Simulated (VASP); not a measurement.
Consider the following.

```
CELL_PARAMETERS angstrom
      3.14196     0.00000     0.00000
      0.00000     4.44340     0.00000
      0.00000     0.00000    24.37002
ATOMIC_POSITIONS crystal
  Ta 0.00000 0.00000 0.34592
  Ta 0.50000 0.50000 0.39923
  Ta 0.00000 0.00000 0.46659
  Ta 0.50000 0.50000 0.53341
  Ta 0.00000 0.00000 0.60077
  Ta 0.50000 0.50000 0.65408
  C  0.50000 0.00000 0.40265
  C  0.00000 0.50000 0.33753
  C  0.50000 0.00000 0.53218
  C  0.00000 0.50000 0.46782
  C  0.50000 0.00000 0.66247
  C  0.00000 0.50000 0.59735
```

Method: PBEsol GGA, VASP's PBE PAW potentials (set 64) (plane waves; VASP). Settings: PREC = Normal, 450 eV cut-off, 9×6×1 Γ-centred mesh, first-order Methfessel-Paxton smearing of 0.10 eV, potentials Ta_pv C.

Unless said otherwise, spin-orbit coupling is left out, though it shifts the bands of the heavy elements here.

Task: What does the run give for the energy per atom (σ→0), band gap (on the k-mesh) with the smallest direct gap where there is one?

Result: 
The band gap (on the k-mesh) is none (metal, semimetal or under 0.01 eV) and the energy per atom (σ→0) is -11.248 eV/atom.

Only differences to runs with the same potentials and settings are physical.

The cell is a thin slab with vacuum, built from TaC (rock salt): (110) face.
